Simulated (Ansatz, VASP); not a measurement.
# Ni in two plane-wave programs

One calculation is typed for both programs; each brings its own data sets. How far apart do they land? Of the first pair: The structure shown is frame 250 of Ansatz's trajectory.

Program: Ansatz 0.2.0. Level of theory: plane waves, with VASP 6.6.1 beside it; single point at PBE. Results are calculated unless marked as measured.

**1. The structure**

The cell holds 16 atoms: 16 Ni. Cell: a = 5.845 Å, b = 5.845 Å, c = 5.845 Å, α = 90.0°, β = 90.0°, γ = 90.0°. As first built, before any earlier steps moved the atoms (in the runner's words): 16 atoms (16 Ni) placed at random at 7.81 g/cm^3, melted at 2482.2 K for 5 ps at fixed volume with the EAM universal-3 functions (Foiles, Baskes and Daw, Phys. Rev. B 33, 7983 (1986)). Snapshot at the end of a hold of 8 ps at 1773 K and fixed volume.

**2. Ansatz: dynamics, PBE**

Ansatz runs on its default PAW (the set named soft_2) files.

One frame of this run of dynamics is then solved in both programs, so the motion causes no difference.

input.yaml reads:

```yaml
crystal:
  lattice:
    - [5.8448, 0.0, 0.0]
    - [0.0, 5.8448, 0.0]
    - [0.0, 0.0, 5.8448]
  atoms:
    - { symbol: Ni, position: [0.42482, 0.28215, 0.78483] }
    - { symbol: Ni, position: [0.24347, 0.08985, 0.06629] }
    - { symbol: Ni, position: [0.98891, 0.87932, 0.88079] }
    - { symbol: Ni, position: [0.20444, 0.02247, 0.51391] }
    - { symbol: Ni, position: [0.91334, 0.25814, 0.38088] }
    - { symbol: Ni, position: [0.37378, 0.74055, 0.79138] }
    - { symbol: Ni, position: [0.15231, 0.505, 0.53081] }
    - { symbol: Ni, position: [0.67071, 0.5386, 0.04442] }
    - { symbol: Ni, position: [0.76853, 0.59454, 0.61366] }
    - { symbol: Ni, position: [0.96589, 0.81735, 0.31308] }
    - { symbol: Ni, position: [0.10041, 0.52538, 0.10037] }
    - { symbol: Ni, position: [0.45748, 0.75608, 0.28114] }
    - { symbol: Ni, position: [0.69216, 0.97784, 0.62324] }
    - { symbol: Ni, position: [0.66606, 0.09848, 0.11249] }
    - { symbol: Ni, position: [0.48455, 0.37561, 0.36438] }
    - { symbol: Ni, position: [0.93006, 0.25912, 0.75424] }
kpoints:
  mp_grid: { grid: [1, 1, 1] }
hamiltonian:
  xc: pbe
scf:
  occupations: { method: fermi_dirac, width: 0.153 }
output:
  forces: true
  stress: true
md:
  timestep: 4.0
  n_steps: 750
  ensemble: nvt_nose_hoover
  temperature: 1773
  initial_velocities: maxwell_boltzmann
  seed: 5
```

Launch:

```bash
$ ansatz run input.yaml --threads 8 --pin off --max-ram 15360MiB --backend cpu --events-out ev --progress --plain --runs-dir out
```

Numbers of over 12 decimals in the logs are rounded to 6 here.

The log of the run:

```text
Warning: md: disabling space-group detection — thermal motion breaks the input geometry's symmetry, so no spatial operation reduces the k-mesh or symmetrises the density; time reversal is kept, so that k and −k are solved as one point where they differ and the mesh holds both, and exact exchange and, on two spinor components, a DFT+U term hold to it where the run has them: on two components no moment then forms, and  [...]
Warning: output.stress: scf.convergence.dr2_threshold = 1.6e-8 eV (the default of an md: trajectory) is looser than the 1.6e-9 eV advised for a printed stress (1e-10 eV for each atom of the cell: 16). What an SCF threshold leaves in a stress goes as its square root, and in the free energy as the threshold itself, and one threshold admits the most on a small cell: [figures from the program's tests cut] Set scf.converg [...]
band count auto-derived: 175 (N_el = 288.0; filled up to band 144; 173 by the electrons, moments and atoms)
Engine: ansatz 0.2.0, aarch64-unknown-linux-gnu
Pseudopotentials: kind: paw
Pseudopotential: Ni, paw, valence charge 18, recommended cutoff 420 eV (normal), Ni.paw.azcp
Functional definition: PBE
  parameter kappa = 0.804
  parameter beta = 0.066725
  exchange = pbe_x(kappa = kappa, mu = beta*pi^2/3)
  correlation = pbe_c(beta = beta)
Crystal: 16 atoms, lattice volume = 199.668 Å³
Basis set: ecut = 420 eV, 3887 PW (Γ), exchange–correlation on 80×80×80 points (8 copies of the dense FFT grid, shifted against one another)
Bands: 175, of which v1, the nominal top of the filled ones, is band 144 counted from 1 (143 counted from 0)
Symmetry: 1 space group operations
k-points: 1
Non-local potential: Ni, projectors of the file, l = 0: 3, l = 1: 2, l = 2: 3, l = 3: 1
PAW form: soft (Blöchl's): semilocal exchange-correlation on the pseudo side does not see the compensation charge
PAW one-centre angular grid: Ni, 590 points (default); XC on 64 Gauss nodes
Initial density: superposition of atomic densities (neutral atoms: chi_scale 0, normalization atom), corrected by the library's trained network
Initial wavefunctions: pseudopotential atomic-orbital guess
Functional: x = pbe(κ = 0.804, μ = 0.219515), c = pbe(β = 0.066725)
SCF iter   1: F=—  HF=-93423.576611 eV  |F-HF|=—  |Δ(HF+E_count)|=         —  Δρ=2.60e-2  dr2=7.05e-1  ethr=1.77e-3  ⟨swp⟩=4.0  Hψ=500  notcnv=0  defer=12
preconditioner: auto → Kerker (q_TF=auto, 2.900 Å⁻¹)  [metal: Δε(μ)=0.032 eV  Ē_g=6.692 eV  σ=0.153 eV  W_gap=0.05  n_scr=80 (ndim 8)  ℏωp=33.2 eV  f_vac=0.000  D(μ)=39.94/eV (n_scr^D=738)]
SCF iter   2: F=—  HF=-93423.500955 eV  |F-HF|=—  |Δ(HF+E_count)|=   7.57e-2  Δρ=1.08e-2  dr2=1.42e-1  ethr=2.45e-4  ⟨swp⟩=1.0  Hψ=202  notcnv=0  defer=12
SCF iter   3: F=—  HF=-93423.484769 eV  |F-HF|=—  |Δ(HF+E_count)|=   1.62e-2  Δρ=2.98e-3  dr2=1.81e-2  ethr=4.94e-5  ⟨swp⟩=1.0  Hψ=163  notcnv=0  defer=12
SCF iter   4: F=—  HF=-93423.483166 eV  |F-HF|=—  |Δ(HF+E_count)|=   1.60e-3  Δρ=8.84e-4  dr2=1.45e-3  ethr=6.29e-6  ⟨swp⟩=2.0  Hψ=178  notcnv=0  defer=12
SCF iter   5: F=—  HF=-93423.483090 eV  |F-HF|=—  |Δ(HF+E_count)|=   7.58e-5  Δρ=4.17e-4  dr2=1.93e-4  ethr=5.04e-7  ⟨swp⟩=2.0  Hψ=269  notcnv=0  defer=12
SCF iter   6: F=—  HF=-93423.483077 eV  |F-HF|=—  |Δ(HF+E_count)|=   1.27e-5  Δρ=1.56e-4  dr2=2.69e-5  ethr=6.72e-8  ⟨swp⟩=3.0  Hψ=313  notcnv=0  defer=12
SCF iter   7: F=—  HF=-93423.483153 eV  |F-HF|=—  |Δ(HF+E_count)|=   7.58e-5  Δρ=6.58e-5  dr2=6.34e-6  ethr=9.35e-9  ⟨swp⟩=1.0  Hψ=163  notcnv=0  defer=12
SCF iter   8: F=—  HF=-93423.483064 eV  |F-HF|=—  |Δ(HF+E_count)|=   8.94e-5  Δρ=2.58e-5  dr2=8.97e-7  ethr=2.20e-9  ⟨swp⟩=1.0  Hψ=163  notcnv=0  defer=12
SCF iter   9: F=—  HF=-93423.483064 eV  |F-HF|=—  |Δ(HF+E_count)|=   5.82e-8  Δρ=1.12e-5  dr2=1.48e-7  ethr=3.12e-10  ⟨swp⟩=2.0  Hψ=282  notcnv=0  defer=12
SCF iter  10: F=—  HF=-93423.483064 eV  |F-HF|=—  |Δ(HF+E_count)|=   1.16e-8  Δρ=5.45e-6  dr2=3.43e-8  ethr=5.15e-11  ⟨swp⟩=2.0  Hψ=248  notcnv=0  defer=12
[...]
md step   690: t =  2760.00 fs  T =  1267.4 K  F+E_penalty+E_count = -93426.01786948 eV  E_kin = 2.457276 eV  conserved = -93420.05855844 eV  P_inst = 5.1580 GPa  (10 SCF iters)
md step   692: t =  2768.00 fs  T =  1442.6 K  F+E_penalty+E_count = -93426.34074363 eV  E_kin = 2.797123 eV  conserved = -93420.06191938 eV  P_inst = 4.7451 GPa  (6 SCF iters)
md step   694: t =  2776.00 fs  T =  1607.2 K  F+E_penalty+E_count = -93426.63833998 eV  E_kin = 3.116193 eV  conserved = -93420.06626556 eV  P_inst = 4.4806 GPa  (6 SCF iters)
md step   696: t =  2784.00 fs  T =  1626.4 K  F+E_penalty+E_count = -93426.64938551 eV  E_kin = 3.153433 eV  conserved = -93420.06730613 eV  P_inst = 4.8370 GPa  (7 SCF iters)
md step   698: t =  2792.00 fs  T =  1481.0 K  F+E_penalty+E_count = -93426.33664629 eV  E_kin = 2.871602 eV  conserved = -93420.06238096 eV  P_inst = 5.7727 GPa  (6 SCF iters)
md step   700: t =  2800.00 fs  T =  1326.2 K  F+E_penalty+E_count = -93426.00600577 eV  E_kin = 2.571279 eV  conserved = -93420.05800393 eV  P_inst = 6.6073 GPa  (10 SCF iters)
md step   702: t =  2808.00 fs  T =  1304.1 K  F+E_penalty+E_count = -93425.93615982 eV  E_kin = 2.528562 eV  conserved = -93420.06019265 eV  P_inst = 6.7410 GPa  (6 SCF iters)
md step   704: t =  2816.00 fs  T =  1364.1 K  F+E_penalty+E_count = -93426.02154803 eV  E_kin = 2.644791 eV  conserved = -93420.06488194 eV  P_inst = 6.3330 GPa  (6 SCF iters)
md step   706: t =  2824.00 fs  T =  1375.7 K  F+E_penalty+E_count = -93425.99998603 eV  E_kin = 2.667352 eV  conserved = -93420.06220019 eV  P_inst = 5.9108 GPa  (6 SCF iters)
md step   708: t =  2832.00 fs  T =  1383.0 K  F+E_penalty+E_count = -93425.96284062 eV  E_kin = 2.681562 eV  conserved = -93420.05695841 eV  P_inst = 5.5251 GPa  (6 SCF iters)
md step   710: t =  2840.00 fs  T =  1501.3 K  F+E_penalty+E_count = -93426.14143617 eV  E_kin = 2.910783 eV  conserved = -93420.05910129 eV  P_inst = 4.9512 GPa  (10 SCF iters)
md step   712: t =  2848.00 fs  T =  1675.7 K  F+E_penalty+E_count = -93426.42174756 eV  E_kin = 3.249053 eV  conserved = -93420.06240455 eV  P_inst = 4.3036 GPa  (6 SCF iters)
md step   714: t =  2856.00 fs  T =  1811.6 K  F+E_penalty+E_count = -93426.61649216 eV  E_kin = 3.512548 eV  conserved = -93420.06041355 eV  P_inst = 3.7342 GPa  (6 SCF iters)
md step   716: t =  2864.00 fs  T =  1933.1 K  F+E_penalty+E_count = -93426.78306086 eV  E_kin = 3.748123 eV  conserved = -93420.05922889 eV  P_inst = 3.1085 GPa  (7 SCF iters)
md step   718: t =  2872.00 fs  T =  2055.0 K  F+E_penalty+E_count = -93426.95548276 eV  E_kin = 3.984511 eV  conserved = -93420.06075488 eV  P_inst = 2.4174 GPa  (7 SCF iters)
md step   720: t =  2880.00 fs  T =  2121.9 K  F+E_penalty+E_count = -93427.02676226 eV  E_kin = 4.114151 eV  conserved = -93420.06122457 eV  P_inst = 1.9190 GPa  (10 SCF iters)
md step   722: t =  2888.00 fs  T =  2098.6 K  F+E_penalty+E_count = -93426.93221917 eV  E_kin = 4.068921 eV  conserved = -93420.06014221 eV  P_inst = 1.7933 GPa  (6 SCF iters)
md step   724: t =  2896.00 fs  T =  2007.4 K  F+E_penalty+E_count = -93426.71534501 eV  E_kin = 3.892227 eV  conserved = -93420.05698696 eV  P_inst = 1.9897 GPa  (7 SCF iters)
md step   726: t =  2904.00 fs  T =  1930.1 K  F+E_penalty+E_count = -93426.53443227 eV  E_kin = 3.742263 eV  conserved = -93420.05462287 eV  P_inst = 2.2670 GPa  (6 SCF iters)
md step   728: t =  2912.00 fs  T =  1919.1 K  F+E_penalty+E_count = -93426.49216882 eV  E_kin = 3.721018 eV  conserved = -93420.05703300 eV  P_inst = 2.4625 GPa  (6 SCF iters)
md step   730: t =  2920.00 fs  T =  1918.2 K  F+E_penalty+E_count = -93426.47164077 eV  E_kin = 3.719183 eV  conserved = -93420.05785510 eV  P_inst = 2.6905 GPa  (11 SCF iters)
md step   732: t =  2928.00 fs  T =  1910.4 K  F+E_penalty+E_count = -93426.43776683 eV  E_kin = 3.704072 eV  conserved = -93420.05481757 eV  P_inst = 2.9525 GPa  (6 SCF iters)
md step   734: t =  2936.00 fs  T =  1963.9 K  F+E_penalty+E_count = -93426.53024455 eV  E_kin = 3.807784 eV  conserved = -93420.05576802 eV  P_inst = 3.0330 GPa  (6 SCF iters)
md step   736: t =  2944.00 fs  T =  2051.9 K  F+E_penalty+E_count = -93426.69676443 eV  E_kin = 3.978413 eV  conserved = -93420.05904223 eV  P_inst = 3.0125 GPa  (6 SCF iters)
md step   738: t =  2952.00 fs  T =  2081.7 K  F+E_penalty+E_count = -93426.75492257 eV  E_kin = 4.036244 eV  conserved = -93420.05917214 eV  P_inst = 3.1598 GPa  (8 SCF iters)
md step   740: t =  2960.00 fs  T =  2044.3 K  F+E_penalty+E_count = -93426.68925149 eV  E_kin = 3.963697 eV  conserved = -93420.05698851 eV  P_inst = 3.4392 GPa  (10 SCF iters)
md step   742: t =  2968.00 fs  T =  2005.0 K  F+E_penalty+E_count = -93426.62908980 eV  E_kin = 3.887443 eV  conserved = -93420.05602951 eV  P_inst = 3.5858 GPa  (7 SCF iters)
md step   744: t =  2976.00 fs  T =  1993.6 K  F+E_penalty+E_count = -93426.63374433 eV  E_kin = 3.865349 eV  conserved = -93420.05844326 eV  P_inst = 3.5259 GPa  (6 SCF iters)
md step   746: t =  2984.00 fs  T =  1952.5 K  F+E_penalty+E_count = -93426.58749977 eV  E_kin = 3.785702 eV  conserved = -93420.06038618 eV  P_inst = 3.5398 GPa  (7 SCF iters)
md step   748: t =  2992.00 fs  T =  1834.6 K  F+E_penalty+E_count = -93426.39440455 eV  E_kin = 3.557040 eV  conserved = -93420.05936552 eV  P_inst = 3.8768 GPa  (7 SCF iters)
[...]
md step   750: t =  3000.00 fs  T =  1668.7 K  F+E_penalty+E_count = -93426.10898397 eV  E_kin = 3.235505 eV  conserved = -93420.05812070 eV  P_inst = 4.4830 GPa  (11 SCF iters)
SCF converged after 11 iterations
Free energy (F): -93426.108984 eV
Harris-Foulkes:  -93426.108984 eV  (|F-HF|=2.87e-9)
Internal energy: -93423.076286 eV  (E = F + TS)
E sigma→0 (E₀):  -93424.592635 eV
Entropy (-TS):   -3.032698 eV (-189.544 meV/atom)
Fermi energy:    15.124426 eV
--- Per-component energies (eV) ---
  E_band       = -5351.177284
  E_kinetic    = 4512.176367
  E_local      = -61291.121598  (includes V_loc(G=0)·N_el)
  E_nonlocal   = 10195.568499
  E_hartree    = 25701.573310
  E_xc         = -1345.589894
  E_vxc        = -1734.240767  (∫ρ·V_xc dr)
  E_paw        = -26093.293083  (= ΣΔE_a)
  E_vpaw       = -8436.712965  (= ΣTr[D̂ρ^β])
  E_aug_tail   = 0.007819  (compensation charges beyond the density's cutoff)
  E_ewald      = -45102.397705
  E_smearing   = -3.032698  (= −TS)
  E_closure    = 0.000000  (closes the sum)
  Σ components = -93426.108984   (vs F -93426.108984, Δ=0.00e0)
--- Forces (eV/Å), atoms counted from 1 ---
  atom   1  Ni    -0.52273800     0.56955547     0.04036379
  atom   2  Ni     1.43871005    -0.45074846    -0.07730934
  atom   3  Ni     1.77510939     0.92595444     0.62081890
  atom   4  Ni    -0.85126296     0.05288220    -0.25481865
  atom   5  Ni    -1.38717958    -1.60426944     0.34440233
  atom   6  Ni    -0.63043503     1.27134040     1.29372436
  atom   7  Ni     1.06366501     0.29896655    -0.00068687
  atom   8  Ni    -0.52835854     0.34307679     0.76310332
  atom   9  Ni     0.07796616     0.46276065     0.26232493
  atom  10  Ni     0.61057968    -1.71323617    -0.48924593
  atom  11  Ni    -1.98456850     0.42044014    -1.57300079
  atom  12  Ni     1.64456900     1.59632439     0.12849860
  atom  13  Ni     0.24501287    -1.05986049    -0.65817503
  atom  14  Ni     0.95892636    -0.84524991    -0.17861413
  atom  15  Ni    -1.64576929    -1.43503537     0.22651070
  atom  16  Ni    -0.26422509     1.16709115    -0.44789120
  max |Σ_I F_I| component: 7.68e-6 eV/Å
--- Stress (GPa, compression-positive) ---
        8.294700      -1.011534       4.659452
       -1.011534      -0.354550       2.784274
        4.659451       2.784274      -0.029830
  P = ⅓ Tr σ = 2.6368 GPa (26.368 kbar)
--- MD trajectory: 750 steps, t = 0.0 → 3000.0 fs ---
  final state: T = 1668.7 K   F+E_penalty+E_count = -93426.10898397 eV   E_kin = 3.235505 eV
  conserved energy: peak-to-peak 3.078e-2 eV (1.924e-3 eV/atom) over 3000.0 fs
```

(Part 1 of 3 ends here.)

[Lines on the potential files, build, host, timing and source positions are cut from VASP's logs without a mark.]

[Logs are printed without paths, hosts, clocks, repeated set-up lines and the standing remarks that a program may print on its own settings, such as how far it seeks lower states.]

[Hosts, paths, dates, database ids (printed as entryN), source tags and the programs' standing remarks are cut or masked in the printed files.]
